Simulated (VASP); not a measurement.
Write the native input for VASP 6.6.1 that does the following.

```yaml
Task: electrostatic potential
Functional: PBE
Dispersion: D3(BJ)
Potentials_or_basis: VASP PAW PBE potentials, release 64 (Ta_pv, N)
Cutoff: 520 eV
k_mesh: 16 × 16 × 16
Occupations: methfessel-paxton, width 0.1 eV
Spin: no spin polarisation
Further_INCAR_settings: ALGO = Normal; EDIFF = 1e-06
```

The structure of TaN lies in POSCAR:

```
TaN                                     
1.0
    0.0000000000      2.1941465332      2.1941465332
    2.1941465332      0.0000000000      2.1941465332
    2.1941465332      2.1941465332      0.0000000000
  Ta              N             
     1     1
Direct
     0.0000000000000000    0.0000000000000000    0.0000000000000000
     0.5000000000000000    0.5000000000000000    0.5000000000000000
```

The cell was built by a generator and needn't be a form met in nature.

The input as run:

INCAR

```
PREC = Accurate
ENCUT = 520
EDIFF = 1E-6
ISMEAR = 1
SIGMA = 0.1
LREAL = False
LASPH = True
NELM = 60
ALGO = Normal
ISIF = 2
LWAVE = False
LCHARG = True
GGA = PE
IVDW = 12
LVHAR = True
```

KPOINTS

```
Automatic mesh
0
Gamma
  16 16 16
```

Potentials or basis: VASP PAW PBE potentials, release 64 (Ta_pv, N).

Command:

```console
$ cat potpaw_PBE.64/Ta_pv/POTCAR potpaw_PBE.64/N/POTCAR > POTCAR
$ mpirun -np 1 vasp_std > vasp.out
```

It gave:

```yaml
Pressure: 0.1 GPa
Band_gap_on_the_k_mesh: none (metal or under the smearing width)
Dispersion_energy_per_atom: -0.476 eV
```

Caveat: pairwise dispersion overbinds metals, which lowers pressure and volume.

Run time: 11 s on 1 thread of Intel(R) Xeon(R) 6975P-C (Granite Rapids) (shared host), peak memory 0.17 GiB.
